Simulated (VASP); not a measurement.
A run of VASP 6.6.1:

INCAR

```
PREC = Accurate
ENCUT = 600
EDIFF = 1E-7
ISMEAR = 1
SIGMA = 0.1
LREAL = F
LASPH = T
NELM = 80
ALGO = Normal
ISIF = 3
LWAVE = F
LCHARG = F
IBRION = 2
NSW = 90
EDIFFG = -0.005
```

KPOINTS

```
Automatic mesh
0
Gamma
  12 12 12
```

POSCAR

```
InPd                                    
1.0
    3.2192101132     -0.0000000000     -0.0000000000
   -0.0000000000      3.2192101132      0.0000000000
   -0.0000000000      0.0000000000      3.2192101132
  In              Pd            
     1     1
Direct
     0.0000000000000000    0.0000000000000000    0.0000000000000000
     0.5000000000000000    0.5000000000000000    0.5000000000000000
```

Potentials or basis: VASP PAW LDA potentials, release 64 (In_d, Pd).

Run with:

```sh
$ cat potpaw_LDA.64/In_d/POTCAR potpaw_LDA.64/Pd/POTCAR > POTCAR
$ mpirun -np 1 vasp_std > vasp.out
```

Hardware: 1 thread of Intel(R) Xeon(R) Platinum 8488C (Sapphire Rapids), with other jobs on the host.

**Question.** Estimate the wall time of this run.

**Answer.** It took 48 s on 1 thread of Intel(R) Xeon(R) Platinum 8488C (Sapphire Rapids) (shared host), peak memory 0.19 GiB. Counts: scf iterations 26, k points 84, ion steps 3.
